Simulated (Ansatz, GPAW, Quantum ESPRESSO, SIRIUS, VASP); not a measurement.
BiTe: programs and potentials compared

```xyz
2
Lattice="0.0000 3.2350 3.2350 3.2350 0.0000 3.2350 3.2350 3.2350 0.0000" Properties=species:S:1:pos:R:3 pbc="T T T"
Bi    0.0000    0.0000    0.0000
Te    3.2350    3.2350    3.2350
```

Alike in all runs: task equation of state; functional PBEsol; k mesh 7 × 7 × 7; occupations fermi-dirac, width 0.05 eV; no spin polarisation; no spin-orbit coupling.

```csv
program and potentials,plane-wave cutoff (eV),notes,equilibrium volume (Å³/atom),bulk modulus (GPa)
"Ansatz, Ansatz PAW",420,"potentials made for PBE, which Ansatz adapts in part",32.81,53.0
"Quantum ESPRESSO, PseudoDojo 0.4.1 SR PBEsol standard",1088,-,?,?
"Ansatz, all-electron LAPW, scalar-relativistic",-,-,32.82,53.0
"GPAW, PAW data sets generated for this functional",600,-,32.68,53.2
"SIRIUS, all-electron FP-LAPW, apw+lo standard",-,-,32.82,52.6
"VASP, PBE PAW files Bi_d, Te, 520 eV",520,potentials made for PBE,32.83,53.2
"SIRIUS, PseudoDojo 0.4.1 PBEsol standard (scalar relativistic)",1102,-,32.86,53.2
```

Estimate from the other rows what the run with Quantum ESPRESSO, PseudoDojo 0.4.1 SR PBEsol standard gave.

Equilibrium volume 32.85 Å³/atom; bulk modulus 53.2 GPa. The other rows, which needn't bracket it: equilibrium volume 32.68 to 32.86; bulk modulus 52.6 to 53.2.
